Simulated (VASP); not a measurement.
Computed with vdW-DF-cx, VASP's PBE PAW potentials (set 64) (plane waves; VASP).

VASP ran on this input.

File KPOINTS:
```
Automatic mesh
0
Gamma
20 20 20
0 0 0
```

INCAR:
```
SYSTEM = Fe
PREC = Accurate
ENCUT = 520
EDIFF = 1E-7
NELM = 100
ALGO = Normal
LREAL = .FALSE.
LASPH = .TRUE.
ISMEAR = -5
GGA = CX
LUSE_VDW = .TRUE.
AGGAC = 0.0
LMAXMIX = 4
ISPIN = 2
MAGMOM = 2.1
LORBIT = 11
LWAVE = .FALSE.
LCHARG = .TRUE.
NEDOS = 601
ISIF = 2
```

### POSCAR
```
Fe
1
   -1.3958502467     1.3958502467     1.3958502467
    1.3958502467    -1.3958502467     1.3958502467
    1.3958502467     1.3958502467    -1.3958502467
Fe
1
Direct
  0.0000000000   0.0000000000   0.0000000000
```

POTCAR, in this order: Fe (PBE.64 set). Program: vasp_std.

Output of the run:

OUTCAR:
```
 ion  position               nearest neighbor table
   1  0.000  0.000  0.000-
  LATTYP: Found a body centered cubic cell.
 ALAT       =     2.7917004934
 Subroutine PRICEL returns:
 Original cell was already a primitive cell.
 Subroutine GETGRP returns: Found 48 space group operations
The static configuration has the point symmetry O_h .
The dynamic configuration has the point symmetry O_h .
The overall configuration has the point symmetry O_h .
 Subroutine INISYM returns: Found 48 space group operations
 Subroutine IBZKPT returns following result:
 Found    256 irreducible k-points:

 Following reciprocal coordinates:
            Coordinates               Weight
  0.000000  0.000000  0.000000      1.000000
  0.050000  0.000000  0.000000     12.000000
  0.100000  0.000000  0.000000     12.000000
  0.150000  0.000000  0.000000     12.000000
  0.200000  0.000000  0.000000     12.000000
  0.250000  0.000000  0.000000     12.000000
  0.300000  0.000000  0.000000     12.000000
  0.350000  0.000000  0.000000     12.000000
  0.400000  0.000000  0.000000     12.000000
...
```

File OSZICAR:
```
       N       E                     dE             d eps       ncg     rms          rms(c)
DAV:   1     0.175046350721E+02    0.17505E+02   -0.41719E+03  9617   0.109E+03
DAV:   2    -0.689594129323E+01   -0.24401E+02   -0.23197E+02  9322   0.130E+02
DAV:   3    -0.721054482881E+01   -0.31460E+00   -0.31354E+00 10300   0.200E+01
DAV:   4    -0.721202529745E+01   -0.14805E-02   -0.14804E-02 10133   0.127E+00
DAV:   5    -0.721203881926E+01   -0.13522E-04   -0.13521E-04  9999   0.109E-01    0.120E+01
DAV:   6    -0.619115186585E+01    0.10209E+01   -0.12439E+01  9739   0.574E+01    0.491E+00
DAV:   7    -0.613423742528E+01    0.56914E-01   -0.67515E-01  9744   0.130E+01    0.311E+00
DAV:   8    -0.612622772304E+01    0.80097E-02   -0.66180E-03 11421   0.661E-01    0.147E+00
DAV:   9    -0.611837415669E+01    0.78536E-02   -0.57533E-03 11730   0.602E-01    0.384E-01
DAV:  10    -0.611863645698E+01   -0.26230E-03   -0.13538E-03 11142   0.428E-01    0.145E-01
DAV:  11    -0.611861869099E+01    0.17766E-04   -0.13129E-04  9775   0.183E-01    0.327E-02
DAV:  12    -0.611861620467E+01    0.24863E-05   -0.38913E-06  9704   0.338E-02    0.891E-03
DAV:  13    -0.611861675050E+01   -0.54583E-06   -0.11030E-06  9588   0.125E-02    0.415E-03
DAV:  14    -0.611861763608E+01   -0.88558E-06   -0.11118E-07  4870   0.422E-03    0.689E-04
DAV:  15    -0.611861775505E+01   -0.11896E-06   -0.53265E-09  4659   0.837E-04    0.298E-04
DAV:  16    -0.611861778210E+01   -0.27047E-07   -0.10520E-09  4634   0.282E-04
   1 F= -.61186178E+01 E0= -.61186178E+01  d E =0.000000E+00  mag=     2.1104
```

**OUTCAR**
```
------------------------ aborting loop because EDIFF is reached ----------------------------------------
  FORCE on cell =-STRESS in cart. coord.  units (eV):
  Direction    XX          YY          ZZ          XY          YZ          ZX
  --------------------------------------------------------------------------------------
  Total        0.0261638      0.0261638      0.0261638      0.0000000      0.0000000      0.0000000
  in kB        3.8533128      3.8533128      3.8533128      0.0000000      0.0000000      0.0000000
  external PRESSURE =       3.8533128 kB  Pullay stress =       0.0000000 kB
  volume of cell :       10.88
      direct lattice vectors                 reciprocal lattice vectors
    -1.395850247  1.395850247  1.395850247     0.000000000  0.358204615  0.358204615
     1.395850247 -1.395850247  1.395850247     0.358204615  0.000000000  0.358204615
     1.395850247  1.395850247 -1.395850247     0.358204615  0.358204615  0.000000000
 POSITION                                       TOTAL-FORCE (eV/Angst)
 -----------------------------------------------------------------------------------
      0.00000      0.00000      0.00000        -0.000000      0.000000      0.000000
 -----------------------------------------------------------------------------------
    total drift:                                0.000000      0.000000      0.000000
  FREE ENERGIE OF THE ION-ELECTRON SYSTEM (eV)
  ---------------------------------------------------
  free  energy   TOTEN  =        -6.1186177821 eV

  energy  without entropy=       -6.1186177821  energy(sigma->0) =       -6.11861778

 total charge

# of ion       s       p       d       tot
------------------------------------------
    1        0.507   0.581   6.282   7.370

 magnetization (x)

# of ion       s       p       d       tot
------------------------------------------
    1       -0.013  -0.050   2.153   2.090
```
(Selected blocks of OUTCAR.)

For a metal the tetrahedron method with Blöchl corrections gives inexact stress and forces.

The compound is Fe in the bcc structure. It was relaxed first, which changed the volume by -8 %.
